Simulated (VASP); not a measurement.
Consider the following.

```
CELL_PARAMETERS angstrom
      4.05693     0.00000     0.00000
      0.00000     4.05693     0.00000
      0.00000     0.00000     4.05693
ATOMIC_POSITIONS crystal
  Rb 0.00000 0.00000 0.00000
  Mg 0.50000 0.50000 0.50000
  F  0.00000 0.50000 0.50000
  F  0.50000 0.00000 0.50000
  F  0.50000 0.50000 0.00000
```

The numbers are results of PBEsol GGA, VASP's PBE PAW potentials (set 64) (plane waves; VASP), not measurements. Settings: 520 eV cut-off, Gaussian smearing of 0.050 eV, potentials Rb_sv Mg F.

Task: Estimate the band gap (along the path) with the smallest direct gap where there is one.

Result: 
The band gap (along the path) is 7.14 eV. The smallest direct gap (along the path) is 7.31 eV.

The absolute energy has meaning only against runs of the same code, potentials and settings.

The structure comes from a computed database's RbMgF3 entry (Pm-3m); how it stands against other phases isn't given here. The cell was not relaxed at this level.
